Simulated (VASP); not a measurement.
Consider the following.

```
CELL_PARAMETERS angstrom
      2.76161     1.59442     4.86240
     -2.76161     1.59442     4.86240
      0.00000    -3.18883     4.86240
ATOMIC_POSITIONS crystal
  Dy 0.36269 0.36269 0.36269
  Dy 0.63731 0.63731 0.63731
  O  0.22619 0.55169 0.96401
  O  0.96401 0.22619 0.55169
  O  0.55169 0.96401 0.22619
  O  0.77381 0.44831 0.03599
  O  0.03599 0.77381 0.44831
  O  0.44831 0.03599 0.77381
  Sc 0.14738 0.14738 0.14738
  Sc 0.85262 0.85262 0.85262
```

Method: PBEsol GGA, VASP's PBE PAW potentials (set 64) (plane waves; VASP). Numerical set-up: 520 eV cut-off, 6×6×6 Γ-centred mesh, Gaussian smearing of 0.010 eV, potentials Dy_3 O Sc_sv.

The 4f electrons are frozen in the core of the lanthanide potential, so 4f levels, which can set the real gap, and their magnetism are missing.

Task: Predict the energy per atom (σ→0).

Result: 
The energy per atom (σ→0) comes out as -9.029 eV/atom.

The structure was generated: DyScO3 was put into the ilmenite type (R-3), which need not be its known phase. It was relaxed first.
